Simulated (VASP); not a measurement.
Here is the system:

```
NiN
1.0
    3.04115     0.00000     0.00000
   -1.52058     2.63372     0.00000
    0.00000     0.00000     5.06404
Ni N
2 2
Direct
  0.33333   0.66667   0.00176
  0.66667   0.33333   0.50176
  0.33333   0.66667   0.37324
  0.66667   0.33333   0.87324
```

Calculation: PBE GGA, VASP's PBE PAW potentials (set 64) (plane waves; VASP 6.6.1). Numerical set-up: 520 eV cut-off, Gaussian smearing of 0.050 eV, potentials Ni N.

Estimate the band gap (along the path) with the smallest direct gap where there is one.

```
Item                                                         Result
-------------------------  ----------------------------------------
band gap (along the path)  none (metal, semimetal or under 0.01 eV)
```

Only differences to runs with the same potentials and settings are physical.

The structure was generated: NiN was put into the wurtzite type (P6_3mc), which need not be its known phase. It was relaxed first, which changed the volume by -11 %. The run is not spin-polarised, so no magnetic state was tried.
